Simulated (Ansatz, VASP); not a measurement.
Two plane-wave programs on P3W4

```
P W
1.0
     4.71411    0.00000    0.00000
     0.00000    4.71411    0.00000
     0.00000    0.00000    4.71411
P W
3 4
Direct
  0.50000 0.50000 0.00000
  0.00000 0.50000 0.50000
  0.50000 0.00000 0.50000
  0.50000 0.50000 0.50000
  0.50000 0.00000 0.00000
  0.00000 0.50000 0.00000
  0.00000 0.00000 0.50000
```

Change from the starting cell: species swapped into the W3N4 type (Pm-3m, No. 221).

Alike in both runs: task single point; functional PBE; k mesh 4 × 4 × 4; occupations gaussian, width 0.1 eV; no spin polarisation.

|  | VASP | Ansatz |
| --- | --- | --- |
| version | VASP 6.6.1 | Ansatz 0.2.0 |
| potentials or method | VASP PAW PBE potentials, release 64 (P, W_sv) | scalar-relativistic, plane waves, PAW |
| plane-wave cutoff (eV) | 520 | 420 |
| valence electrons in the cell | 71 | 71 |

VASP gave:

- gap on the k mesh at the Fermi level (eV): none
- pressure (GPa): 17.8

Task: Which values does Ansatz return?

Result: gap on the k mesh at the Fermi level (eV): none; pressure (GPa): 17.7.

A gap of «none» marks a metal or a gap that the smearing closes.

Caveats: so large a pressure means that the cell lies far from this level's equilibrium, or that cutoff or potentials fall short (VASP). Spin-orbit coupling is left out, which matters for the levels of W.
